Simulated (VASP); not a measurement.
# GaN: GW quasiparticle gap, part 2 of 5

How does the gap of GaN change from the starting functional to GW? The cell is of the zinc-blende type, one of the forms listed for this formula. The start is a computed cell from the Materials Project.

VASP 6.6.1, plane waves and PAW; the level of theory is named at each step.

So far, quasiparticle gap on the mesh (eV): step 3 (G0W0, functional PBE, start PBE) 2.83. Also gap on the k-mesh (eV): step 2 (empty bands, functional PBE) 1.72.

## Step 4: Orbitals for another starting point

This step: PBE; plane waves and PAW (Ga_d_GW, N_GW) (VASP 6.6.1).

A hybrid converges faster from good orbitals, so a cheap PBE run writes WAVECAR first.

File INCAR:

```
SYSTEM = GaN
PREC = Accurate
ENCUT = 450
EDIFF = 1E-05
NELM = 100
ISMEAR = 0
SIGMA = 0.01
LREAL = .FALSE.
ALGO = Normal
GGA = PE
NBANDS = 15
LORBIT = 11
LWAVE = .TRUE.
LCHARG = .FALSE.
KPAR = 8
```

File POSCAR:

```
GaN
1.0
    0.0000000000      2.2535006075      2.2535006075
    2.2535006075      0.0000000000      2.2535006075
    2.2535006075      2.2535006075      0.0000000000
Ga N
1 1
Direct
    0.0000000000      0.0000000000      0.0000000000
    0.2500000000      0.2500000000      0.2500000000
```

File KPOINTS:

```
Automatic mesh
0
Gamma
6 6 6
0 0 0
```

PAW data sets: Ga_d_GW and N_GW (PBE family, release 64).

The run is started by

```sh
> mpirun -np 8 vasp_std
```

Output:

```text
[banner, memory and clock lines left out]
running    8 mpi-ranks, on    1 nodes
 distrk:  each k-point on    1 cores,    8 groups
 distr:  one band on    1 cores,    1 groups

 POSCAR found type information on POSCAR GaN
 POSCAR found :  2 types and       2 ions
 [... a notice as in an earlier step ...]

 LDA part: xc-table for (Slater+PW92), standard interpolation
 POSCAR, INCAR and KPOINTS ok, starting setup
 FFT: planning ... GRIDC
 FFT: planning ... GRID_SOFT
 FFT: planning ... GRID
 WAVECAR not read
 entering main loop
       N       E                     dE             d eps       ncg     rms          rms(c)
DAV:   1     0.129130192006E+03    0.12913E+03   -0.10487E+04   512   0.172E+03
DAV:   2    -0.539176616830E+01   -0.13452E+03   -0.12777E+03   550   0.379E+02
DAV:   3    -0.139605240025E+02   -0.85688E+01   -0.85308E+01   571   0.108E+02
DAV:   4    -0.141272555728E+02   -0.16673E+00   -0.16671E+00   614   0.167E+01
DAV:   5    -0.141318769757E+02   -0.46214E-02   -0.46214E-02   586   0.274E+00    0.111E+01
DAV:   6    -0.121335985116E+02    0.19983E+01   -0.53674E+00   734   0.485E+01    0.518E+00
DAV:   7    -0.121312578926E+02    0.23406E-02   -0.28657E-01   613   0.904E+00    0.321E+00
DAV:   8    -0.121266622238E+02    0.45957E-02   -0.50277E-02   522   0.350E+00    0.381E-01
DAV:   9    -0.121250141717E+02    0.16481E-02   -0.64312E-03   776   0.226E+00    0.725E-02
DAV:  10    -0.121252510953E+02   -0.23692E-03   -0.70942E-04   559   0.527E-01    0.236E-02
DAV:  11    -0.121252359743E+02    0.15121E-04   -0.73173E-05   783   0.210E-01    0.728E-03
DAV:  12    -0.121252375044E+02   -0.15301E-05   -0.68767E-06   366   0.341E-02
   1 F= -.12125238E+02 E0= -.12125238E+02  d E =-.761982E-14
 writing wavefunctions
```

Run time: 3.2 s. Hardware: 8 MPI ranks of AMD EPYC 7R43, shared host; peak memory 0.88 GiB; 18 s of CPU time.

From OUTCAR (step 4):

```text
The static configuration has the point symmetry T_d .

 Found     16 irreducible k-points:

   k-points           NKPTS =     16   k-points in BZ     NKDIM =     16   number of bands    NBANDS=     15

   NELECT =      18.0000    total number of electrons

 E-fermi :   5.1461

 k-point     1 :       0.0000    0.0000    0.0000
  band No.  band energies     occupation
    ...
      5      -8.0771      2.00000
      6      -8.0771      2.00000
      7       5.0981      2.00000
      8       5.0981      2.00000
      9       5.0981      2.00000
     10       6.8204      0.00000
     11      15.3897      0.00000
     12      15.3897      0.00000
     13      15.3897      0.00000
     14      22.7153      0.00000
    ...

 k-point     2 :       0.1667    0.0000    0.0000
  band No.  band energies     occupation
    ...
      5      -8.0785      2.00000
      6      -8.0785      2.00000
      7       2.8140      2.00000
      8       4.8279      2.00000
      9       4.8279      2.00000
     10       8.4317      0.00000
     11      14.3525      0.00000
     12      15.7452      0.00000
     13      15.7452      0.00000
     14      21.8743      0.00000
    ...

  Total        0.4925182      0.4925182      0.4925182     -0.0000000     -0.0000000     -0.0000000
  in kB       34.4770265     34.4770265     34.4770265     -0.0000000     -0.0000000     -0.0000000
  external PRESSURE =      34.4770265 kB  Pullay stress =       0.0000000 kB

 POSITION                                       TOTAL-FORCE (eV/Angst)
 -----------------------------------------------------------------------------------
      0.00000      0.00000      0.00000         0.000000     -0.000000      0.000000
      1.12675      1.12675      1.12675        -0.000000      0.000000     -0.000000
 -----------------------------------------------------------------------------------
    total drift:                                0.000017      0.000017      0.000017

  FREE ENERGIE OF THE ION-ELECTRON SYSTEM (eV)
  ---------------------------------------------------
  free  energy   TOTEN  =       -12.1252375044 eV

  energy  without entropy=      -12.1252375044  energy(sigma->0) =      -12.12523750

 total charge
# of ion       s       p       d       tot
------------------------------------------
    1        0.781   0.899  10.127  11.807
    2        1.200   2.453   0.000   3.653
--------------------------------------------------
tot          1.981   3.351  10.127  15.460

[... 7 parts as in an earlier step ...]

[... 5 further parts left out ...]
```

This step gave:

* free energy (TOTEN): -12.13 eV
* Fermi energy: 5.146 eV
* pressure: 3.448 GPa

The run ends at a pressure of 3.45 GPa.

## Step 5: Another starting point, functional HSE with 0.08 exact exchange

This step: HSE with 0.08 exact exchange; plane waves and PAW (Ga_d_GW, N_GW) (VASP 6.6.1).

To see how much the result owes to its start, the ground state is made again with HSE with 0.08 exact exchange. EDIFF is tight for accurate orbitals, and a narrow smearing avoids fractional occupations.

File INCAR:

```
SYSTEM = GaN
PREC = Accurate
ENCUT = 450
EDIFF = 1E-08
NELM = 100
ISMEAR = 0
SIGMA = 0.01
LREAL = .FALSE.
ALGO = Normal
LHFCALC = .TRUE.
AEXX = 0.08
GGA = PE
LASPH = .TRUE.
NBANDS = 15
PRECFOCK = Fast
LORBIT = 11
LWAVE = .TRUE.
LCHARG = .FALSE.
KPAR = 8
HFSCREEN = 0.2
```

POSCAR is that of step 4.

KPOINTS is that of step 4.

The run starts from files that an earlier step left in the folder.

The run is started by

```sh
> mpirun -np 8 vasp_std
```

Output:

```text
[banner, memory and clock lines left out]
running    8 mpi-ranks, on    1 nodes
 distrk:  each k-point on    1 cores,    8 groups
 distr:  one band on    1 cores,    1 groups

 POSCAR found type information on POSCAR GaN
 POSCAR found :  2 types and       2 ions
 [... a notice as in an earlier step ...]

 LDA part: xc-table for (Slater+PW92), standard interpolation
 found WAVECAR, reading the header
 POSCAR, INCAR and KPOINTS ok, starting setup
 FFT: planning ... GRIDC
 FFT: planning ... GRID_SOFT
 FFT: planning ... GRID
 reading WAVECAR
 the WAVECAR file was read successfully
 initial charge from wavefunction
 entering main loop
       N       E                     dE             d eps       ncg     rms          rms(c)
DAV:   1    -0.129527086243E+02   -0.12953E+02   -0.62420E-02   727   0.860E+00    0.250E-01
DAV:   2    -0.129510926171E+02    0.16160E-02   -0.99726E-03   656   0.339E+00    0.124E-01
DAV:   3    -0.129510415717E+02    0.51045E-04   -0.61069E-04   734   0.442E-01    0.652E-02
DAV:   4    -0.129510183853E+02    0.23186E-04   -0.17311E-05   748   0.713E-02    0.390E-02
DAV:   5    -0.129510098484E+02    0.85369E-05   -0.30873E-06   717   0.283E-02    0.231E-02
DAV:   6    -0.129510066942E+02    0.31542E-05   -0.84979E-07   606   0.155E-02    0.136E-02
DAV:   7    -0.129510054370E+02    0.12572E-05   -0.29017E-07   690   0.958E-03    0.801E-03
DAV:   8    -0.129510049129E+02    0.52404E-06   -0.10717E-07   653   0.571E-03    0.476E-03
DAV:   9    -0.129510046995E+02    0.21340E-06   -0.37808E-08   578   0.339E-03    0.283E-03
DAV:  10    -0.129510046025E+02    0.97092E-07   -0.11947E-08   408   0.201E-03    0.169E-03
DAV:  11    -0.129510045532E+02    0.49219E-07   -0.71855E-09   352   0.128E-03    0.101E-03
DAV:  12    -0.129510045266E+02    0.26636E-07   -0.48068E-09   345   0.952E-04    0.610E-04
DAV:  13    -0.129510045104E+02    0.16195E-07   -0.15799E-09   324   0.639E-04    0.368E-04
DAV:  14    -0.129510045012E+02    0.91832E-08   -0.10461E-09   324   0.484E-04
   1 F= -.12951005E+02 E0= -.12951005E+02  d E =-.256062E-67
 writing wavefunctions
```

Elapsed: 2.7 min, on 8 MPI ranks; peak memory 1.6 GiB; 21 min of CPU time.

From OUTCAR (step 5):

```text
   k-points           NKPTS =     16   k-points in BZ     NKDIM =    216   number of bands    NBANDS=     15

   NELECT =      18.0000    total number of electrons

  exchange ACFDT corr.  =         0.00000000  see jH, gK, PRB 81, 115126

 E-fermi :   4.9594

 k-point     1 :       0.0000    0.0000    0.0000
  band No.  band energies     occupation
    ...
      5      -9.0197      2.00000
      6      -9.0197      2.00000
      7       4.8385      2.00000
      8       4.8385      2.00000
      9       4.8385      2.00000
     10       6.9529      0.00000
     11      15.6532      0.00000
     12      15.6532      0.00000
     13      15.6532      0.00000
     14      23.0344      0.00000
    ...

 POSITION                                       TOTAL-FORCE (eV/Angst)
 -----------------------------------------------------------------------------------
      0.00000      0.00000      0.00000         0.000000      0.000000     -0.000000
      1.12675      1.12675      1.12675        -0.000000     -0.000000      0.000000
 -----------------------------------------------------------------------------------
    total drift:                                0.000017      0.000015      0.000017

  FREE ENERGIE OF THE ION-ELECTRON SYSTEM (eV)
  ---------------------------------------------------
  free  energy   TOTEN  =       -12.9510045012 eV

  energy  without entropy=      -12.9510045012  energy(sigma->0) =      -12.95100450

[... 7 parts as in an earlier step ...]

[... 9 further parts left out ...]
```

The PAW data sets were made with PBE, which is usual practice but a small mismatch for other functionals.

Numbers from this step:

* free energy (TOTEN): -12.95 eV
* Fermi energy: 4.959 eV
* gap on the k-mesh: 2.114 eV
* least direct gap on the k-mesh: 2.114 eV

## Step 6: Empty bands, functional HSE with 0.08 exact exchange

ALGO = Exact makes the empty bands from the converged ground state in one step. LOPTICS writes the k-derivatives of the orbitals (WAVEDER), which give the long-wavelength limit of the screening.

File INCAR:

```
SYSTEM = GaN
PREC = Accurate
ENCUT = 450
ISMEAR = 0
SIGMA = 0.01
LREAL = .FALSE.
LHFCALC = .TRUE.
AEXX = 0.08
GGA = PE
LASPH = .TRUE.
NBANDS = 72
PRECFOCK = Fast
HFSCREEN = 0.2
ALGO = Exact
NELM = 1
LWAVE = .TRUE.
LCHARG = .FALSE.
LOPTICS = .TRUE.
NEDOS = 1000
CSHIFT = 0.1
```

POSCAR is that of step 5.

KPOINTS is that of step 5.

The run starts from files that an earlier step left in the folder.

The run is started by

```sh
> mpirun -np 8 vasp_std
```

Output:

```text
[banner, memory and clock lines left out]
running    8 mpi-ranks, on    1 nodes
[...]
[... a notice as in an earlier step ...]

 LDA part: xc-table for (Slater+PW92), standard interpolation
 found WAVECAR, reading the header
  number of bands has changed, file:    15 present:    72
  trying to continue reading WAVECAR, but it might fail
 POSCAR, INCAR and KPOINTS ok, starting setup
[...]
reading WAVECAR
 random initialization beyond band           15
 the WAVECAR file was read successfully
 initial charge from wavefunction
 entering main loop
       N       E                     dE             d eps       ncg     rms          rms(c)
DIA:   1    -0.129510044864E+02   -0.12951E+02    0.00000E+00     0   0.000E+00
   1 F= -.12951004E+02 E0= -.12951004E+02  d E =-.362905E-15
 writing wavefunctions
 optical routines
 imaginary and real dielectric function
 recalculating local potential from charge density
 direction            1
 direction            2
 direction            3
```

Run time: 12 min. Hardware: 8 MPI ranks; peak memory 1.7 GiB; 1.6 h of CPU time.

Parts of OUTCAR (step 6):

```text
 POSITION                                       TOTAL-FORCE (eV/Angst)
 -----------------------------------------------------------------------------------
      0.00000      0.00000      0.00000        -0.000000     -0.000000     -0.000000
      1.12675      1.12675      1.12675         0.000000      0.000000      0.000000
 -----------------------------------------------------------------------------------
    total drift:                                0.000019      0.000017      0.000018

  FREE ENERGIE OF THE ION-ELECTRON SYSTEM (eV)
  ---------------------------------------------------
  free  energy   TOTEN  =       -12.9510044864 eV

  energy  without entropy=      -12.9510044864  energy(sigma->0) =      -12.95100449

[... 2 parts as in an earlier step ...]

[... 1 further part left out ...]
[key lines of the parts left out:]
E-fermi :   4.8896
```

## Step 7: G0W0, functional HSE with 0.08 exact exchange, start HSE with 0.08 exact exchange

This step: G0W0 on HSE with 0.08 exact exchange; plane waves and PAW (Ga_d_GW, N_GW) (VASP 6.6.1).

One pass of GW corrects the levels to first order, with G and W from the starting orbitals.

File INCAR:

```
SYSTEM = GaN
PREC = Accurate
ENCUT = 450
ISMEAR = 0
SIGMA = 0.01
LREAL = .FALSE.
LHFCALC = .TRUE.
AEXX = 0.08
GGA = PE
LASPH = .TRUE.
NBANDS = 72
PRECFOCK = Fast
HFSCREEN = 0.2
ALGO = EVGW0
NELMGW = 1
ENCUTGW = 120
NOMEGA = 64
NBANDSGW = 24
LWAVE = .FALSE.
LCHARG = .FALSE.
```

POSCAR is that of step 6.

KPOINTS is that of step 6.

The WAVECAR or CHGCAR of an earlier step is read.

The run is started by

```sh
> mpirun -np 8 vasp_std
```

Output:

```text
[banner, memory and clock lines left out]
running    8 mpi-ranks, on    1 nodes
[...]
[... a notice as in an earlier step ...]

 [... a notice as in an earlier step ...]

 LDA part: xc-table for (Slater+PW92), standard interpolation
 found WAVECAR, reading the header
 POSCAR, INCAR and KPOINTS ok, starting setup
[...]
reading WAVECAR
 the WAVECAR file was read successfully
 initial charge from wavefunction
 available memory per node:     77.98 GB, setting MAXMEM to     79846

 The Fermi energy was updated, please check that it is located mid-gap
 values below the HOMO (VB) or above the LUMO (CB) will cause erroneous energies
 E-fermi :   5.8957

 calculate exact exchange contribution
 the WAVEDER file was read successfully
energies w=
    0.000    0.000    0.590    0.000    1.178    0.000    1.763    0.000
    2.345    0.000    2.922    0.000    3.493    0.000    4.057    0.000
    4.614    0.000    5.164    0.000    5.706    0.000    6.241    0.000
[...]
total number of BLAS operations        255.92 Gflops
NQ=  12   -0.3333    0.3333    0.0000,
|.........|.........|.........|.........|.........|.........|.........|.........
 performed       7662000 updates of chi_q(r,r)
 total number of BLAS operations        281.84 Gflops
NQ=  13    0.5000    0.5000    0.0000,
|.........|.........|.........|.........|.........|.........|.........|.........
 performed       8065000 updates of chi_q(r,r)
 total number of BLAS operations        295.08 Gflops
NQ=  14    0.5000    0.3333    0.1667,
|.........|.........|.........|.........|.........|.........|.........|.........
 performed       9001000 updates of chi_q(r,r)
 total number of BLAS operations        326.72 Gflops
NQ=  15   -0.3333    0.3333    0.1667,
|.........|.........|.........|.........|.........|.........|.........|.........
 performed       9881000 updates of chi_q(r,r)
 total number of BLAS operations        357.41 Gflops
NQ=  16   -0.3333    0.5000    0.1667,
|.........|.........|.........|.........|.........|.........|.........|.........
 performed      10606000 updates of chi_q(r,r)
 total number of BLAS operations        387.49 Gflops
 resolving degeneracies of screened two electron integrals

 calculate QP shifts <psi_nk| G(iteration)W_0 |psi_nk>: iteration 1
 entering main loop
```

Run time: 1.9 min. Hardware: 8 MPI ranks; peak memory 1.9 GiB.

OUTCAR, selected parts (step 7):

```text
 QP shifts <psi_nk| G(iteration)W_0 |psi_nk>: iteration 1
 for sc-GW calculations column KS-energies equals QP-energies in previous step
 and V_xc(KS)=  KS-energies - (<T + V_ion + V_H > + <T+V_H+V_ion>^1  + <V_x>^1)
 k-point   1 :       0.0000    0.0000    0.0000
  band No.  KS-energies  QP-energies   sigma(KS)   V_xc(KS)     V^pw_x(r,r')   Z            occupation Imag(sigma)
    ...
      6      -9.0197     -11.6095     -26.3922     -22.9233     -35.2397       0.7466       2.0000       0.1381
      7       4.8385       4.5560     -18.3239     -17.9606     -21.3320       0.7775       2.0000       0.0577
      8       4.8385       4.5560     -18.3239     -17.9606     -21.3320       0.7775       2.0000       0.0577
      9       4.8385       4.5560     -18.3239     -17.9606     -21.3320       0.7775       2.0000       0.0577
     10       6.9529       7.5861     -12.3562     -13.1412      -8.9223       0.8066       0.0000      -0.0542
     11      15.6532      16.3183     -10.3146     -11.1452      -5.3330       0.8008       0.0000      -0.1026
     12      15.6532      16.3183     -10.3146     -11.1452      -5.3330       0.8008       0.0000      -0.1026
     13      15.6532      16.3183     -10.3146     -11.1452      -5.3330       0.8008       0.0000      -0.1026
    ...

[... 2 parts as in an earlier step ...]

[... 1 further part left out ...]
[key lines of the parts left out:]
E-fermi :   5.8957
```

GW takes the gap from 2.114 to 3.030 eV. That is +203 meV against G0W0 on PBE. Spin-orbit coupling is left out. The value holds for 72 bands, ENCUTGW = 120 eV and this mesh, and isn't shown to be converged in them.

## Step 8: Another starting point, functional HSE with 0.16 exact exchange

This step: HSE with 0.16 exact exchange; plane waves and PAW (Ga_d_GW, N_GW) (VASP 6.6.1).

To see how much the result owes to its start, the ground state is made again with HSE with 0.16 exact exchange. A small SIGMA keeps every occupation at zero or full.

File INCAR:

```
SYSTEM = GaN
PREC = Accurate
ENCUT = 450
EDIFF = 1E-08
NELM = 100
ISMEAR = 0
SIGMA = 0.01
LREAL = .FALSE.
ALGO = Normal
LHFCALC = .TRUE.
AEXX = 0.16
GGA = PE
LASPH = .TRUE.
NBANDS = 15
PRECFOCK = Fast
LORBIT = 11
LWAVE = .TRUE.
LCHARG = .FALSE.
KPAR = 8
HFSCREEN = 0.2
```

POSCAR is that of step 7.

KPOINTS is that of step 7.

The run is started by

```sh
> mpirun -np 8 vasp_std
```

Output:

```text
[... set-up lines as in an earlier step ...]
 entering main loop
       N       E                     dE             d eps       ncg     rms          rms(c)
DAV:   1    -0.137958921136E+02   -0.13796E+02   -0.23793E-01   720   0.171E+01    0.476E-01
DAV:   2    -0.137910942470E+02    0.47979E-02   -0.34351E-02   665   0.616E+00    0.252E-01
DAV:   3    -0.137907800931E+02    0.31415E-03   -0.28772E-03   742   0.121E+00    0.131E-01
DAV:   4    -0.137906787446E+02    0.10135E-03   -0.11434E-04   725   0.170E-01    0.768E-02
[...]
DAV:  15    -0.137906226226E+02    0.19784E-07   -0.80370E-10   324   0.467E-04    0.243E-04
DAV:  16    -0.137906226113E+02    0.11292E-07   -0.52663E-10   324   0.333E-04    0.149E-04
DAV:  17    -0.137906226043E+02    0.70240E-08   -0.22142E-10   324   0.187E-04
   1 F= -.13790623E+02 E0= -.13790623E+02  d E =-.277627E-48
 writing wavefunctions
```

Elapsed: 3.4 min, on 8 MPI ranks; peak memory 1.6 GiB.

From OUTCAR (step 8):

```text
 POSITION                                       TOTAL-FORCE (eV/Angst)
 -----------------------------------------------------------------------------------
      0.00000      0.00000      0.00000         0.000000      0.000000      0.000000
      1.12675      1.12675      1.12675        -0.000000     -0.000000     -0.000000
 -----------------------------------------------------------------------------------
    total drift:                                0.000018      0.000016      0.000017

  FREE ENERGIE OF THE ION-ELECTRON SYSTEM (eV)
  ---------------------------------------------------
  free  energy   TOTEN  =       -13.7906226043 eV

  energy  without entropy=      -13.7906226043  energy(sigma->0) =      -13.79062260

[... 2 parts as in an earlier step ...]

[... 1 further part left out ...]
[key lines of the parts left out:]
E-fermi :   4.6730
```

(Continued in part 3 of 5.)

[Lines on the potential files, build, host, timing and source positions are cut from VASP's logs without a mark.]

[Logs are printed without paths, hosts, clocks, repeated set-up lines and the standing remarks that a program may print on its own settings, such as how far it seeks lower states.]

[Hosts, paths, dates, database ids (printed as entryN), source tags and the programs' standing remarks are cut or masked in the printed files.]

[Pressures printed for these runs are not shown converged in the cutoff: they can be off by several GPa and have the wrong sign.]
